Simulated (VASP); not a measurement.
Method: PBE GGA, VASP's PBE PAW potentials (set 64) (plane waves; VASP).

A VASP calculation is set up with these files.

**POSCAR**
```
TiCo
1
    2.9692665255     0.0000000000     0.0000000000
    0.0000000000     2.9692665255     0.0000000000
    0.0000000000     0.0000000000     2.9692665255
Ti Co
1 1
Direct
  0.0000000000   0.0000000000   0.0000000000
  0.5000000000   0.5000000000   0.5000000000
```

**INCAR**
```
SYSTEM = TiCo
PREC = Normal; ENCUT = 400; LREAL = .FALSE.
LASPH = .TRUE.
EDIFF = 1E-5; NELM = 100; NELMIN = 4
ALGO = Fast; LMAXMIX = 4
ISMEAR = 1; SIGMA = 0.1
GGA = PE
IBRION = 2; NSW = 20; ISIF = 2
EDIFFG = -0.03
LWAVE = .FALSE.; LCHARG = .FALSE.
```

**KPOINTS**
```
K-points
0
gamma
  14 14 14
0 0 0
```

POTCAR, in this order: Ti_sv Co (PBE.64 set). Program: vasp_std.

### Question
Predict the energy per atom (σ→0), band gap (on the k-mesh).

### Answer

```json
{
 "energy per atom (σ→0)": "-7.813 eV/atom",
 "band gap (on the k-mesh)": "none (metal, semimetal or under 0.01 eV)"
}
```

### OSZICAR
```
...
RMM:  11    -0.156256085117E+02   -0.26219E-02   -0.25524E-02  4616   0.171E+00    0.242E-01
RMM:  12    -0.156265167600E+02   -0.90825E-03   -0.14856E-02  4552   0.949E-01    0.663E-02
RMM:  13    -0.156267079859E+02   -0.19123E-03   -0.30924E-03  5027   0.475E-01    0.175E-02
RMM:  14    -0.156268362315E+02   -0.12825E-03   -0.14345E-03  4854   0.227E-01    0.311E-02
RMM:  15    -0.156268586977E+02   -0.22466E-04   -0.36325E-04  4288   0.152E-01    0.121E-02
RMM:  16    -0.156268785735E+02   -0.19876E-04   -0.22681E-04  3596   0.936E-02    0.114E-02
RMM:  17    -0.156268859861E+02   -0.74125E-05   -0.87947E-05  3152   0.655E-02
   1 F= -.15626886E+02 E0= -.15626340E+02  d E =-.156269E+02
```

The compound is TiCo in the CsCl type structure. It was relaxed first. The run is not spin-polarised, so no magnetic state was tried. The electron count is odd and the run is not spin-polarised, which forces a metal.
